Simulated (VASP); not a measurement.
Input:

```
CELL_PARAMETERS angstrom
      5.77511     0.00000     0.00000
      0.00000     5.77511     0.00000
      0.00000     0.00000     5.77511
ATOMIC_POSITIONS crystal
  Ga 0.99144 0.99144 0.99144
  Ga 0.50856 0.50856 0.99144
  Ga 0.50856 0.99144 0.50856
  Ga 0.99144 0.50856 0.50856
  Sb 0.25000 0.25000 0.25000
  As 0.75000 0.75000 0.25000
  As 0.75000 0.25000 0.75000
  As 0.25000 0.75000 0.75000
```

Method: PBEsol GGA, VASP's PBE PAW potentials (set 64) (plane waves; VASP). Run with 400 eV cut-off, 6×6×6 Γ-centred mesh, tetrahedra with Blöchl corrections, potentials Ga_d Sb As.

The cores are frozen, which limits the accuracy of field gradients.

### Question
Give the principal components of the electric field gradient (V/Å²) and the asymmetry η at each nucleus.

### Answer

```tsv
atom	Vxx	Vyy	Vzz	η
Ga1	4.7	4.7	-9.5	0.00
Ga2	4.7	4.7	-9.5	0.00
Ga3	4.7	4.7	-9.5	0.00
Ga4	4.7	4.7	-9.5	0.00
Sb5	0.0	0.0	0.0	-
As6	-12.0	-12.0	24.1	0.00
As7	-12.0	-12.0	24.1	0.00
As8	-12.0	-12.0	24.1	0.00
```

The structure was generated: Ga4As3Sb was put into an ordered model structure (P-43m), which need not be its known phase. It was relaxed first.
